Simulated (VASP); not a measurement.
Method: PBE GGA, VASP's PBE PAW potentials (set 64) (plane waves; VASP).

A VASP calculation is set up with these files.

### KPOINTS
```
K-points
0
G
 10 10 5
0 0 0
```

INCAR:
```
SYSTEM = ZnS
PREC = Accurate
ENCUT = 400
EDIFF = 1E-6
NELM = 100
ALGO = Normal
LREAL = .FALSE.
LASPH = .TRUE.
ISMEAR = 0
SIGMA = 0.05
GGA = PE
LMAXMIX = 4
LWAVE = .FALSE.
LCHARG = .FALSE.
ISIF = 2
```

**POSCAR**
```
ZnS
1
    1.9482000000    -3.3743810000     0.0000000000
    1.9482000000     3.3743810000     0.0000000000
    0.0000000000     0.0000000000     6.3852000000
Zn S
2 2
Direct
  0.6666670000   0.3333330000   0.5000000000
  0.3333330000   0.6666670000   0.0000000000
  0.6666670000   0.3333330000   0.8750000000
  0.3333330000   0.6666670000   0.3750000000
```

POTCAR, in this order: Zn S (PBE.64 set). Program: vasp_std.

What VASP printed:

OSZICAR:
```
       N       E                     dE             d eps       ncg     rms          rms(c)
DAV:   1     0.210600733706E+03    0.21060E+03   -0.15008E+04  1848   0.160E+03
DAV:   2     0.464163143616E+01   -0.20596E+03   -0.20064E+03  1992   0.337E+02
DAV:   3    -0.141256279215E+02   -0.18767E+02   -0.18683E+02  2190   0.107E+02
DAV:   4    -0.145191566060E+02   -0.39353E+00   -0.39317E+00  2178   0.163E+01
DAV:   5    -0.145269270808E+02   -0.77705E-02   -0.77698E-02  2284   0.219E+00    0.897E+00
DAV:   6    -0.136500461801E+02    0.87688E+00   -0.20158E+00  2890   0.419E+01    0.708E+00
DAV:   7    -0.136815887795E+02   -0.31543E-01   -0.18044E+00  2010   0.767E+00    0.318E+00
DAV:   8    -0.136677372945E+02    0.13851E-01   -0.13079E-01  2466   0.495E+00    0.102E+00
DAV:   9    -0.136679180153E+02   -0.18072E-03   -0.17962E-02  2546   0.278E+00    0.255E-01
DAV:  10    -0.136681474570E+02   -0.22944E-03   -0.19540E-03  2190   0.409E-01    0.163E-01
DAV:  11    -0.136683339192E+02   -0.18646E-03   -0.13408E-04  2170   0.773E-02    0.598E-02
DAV:  12    -0.136684138084E+02   -0.79889E-04   -0.10036E-04  2070   0.643E-02    0.202E-02
DAV:  13    -0.136684136690E+02    0.13941E-06   -0.24948E-06  1880   0.145E-02
   1 F= -.13668414E+02 E0= -.13668414E+02  d E =-.148401E-13
```

File OUTCAR:
```
------------------------ aborting loop because EDIFF is reached ----------------------------------------
  FORCE on cell =-STRESS in cart. coord.  units (eV):
  Direction    XX          YY          ZZ          XY          YZ          ZX
  --------------------------------------------------------------------------------------
  Total       -1.3332681     -1.3332678     -1.3462136      0.0000000      0.0000000      0.0000000
  in kB      -25.4446170    -25.4446112    -25.6916744      0.0000000      0.0000000      0.0000000
  external PRESSURE =     -25.5269675 kB  Pullay stress =       0.0000000 kB
  volume of cell :       83.95
      direct lattice vectors                 reciprocal lattice vectors
     1.948200000 -3.374381000  0.000000000     0.256647161 -0.148175325  0.000000000
     1.948200000  3.374381000  0.000000000     0.256647161  0.148175325  0.000000000
     0.000000000  0.000000000  6.385200000     0.000000000  0.000000000  0.156612166
  FREE ENERGIE OF THE ION-ELECTRON SYSTEM (eV)
  ---------------------------------------------------
  free  energy   TOTEN  =       -13.6684136690 eV

  energy  without entropy=      -13.6684136690  energy(sigma->0) =      -13.66841367
```
(Selected blocks of OUTCAR.)

The compound is ZnS in the wurtzite structure, the high-temperature form. The cell was not relaxed at this level. The run is one of a series of settings (KPOINTS 10×10×5 Γ-centred mesh against the base run), some of them coarse on purpose.
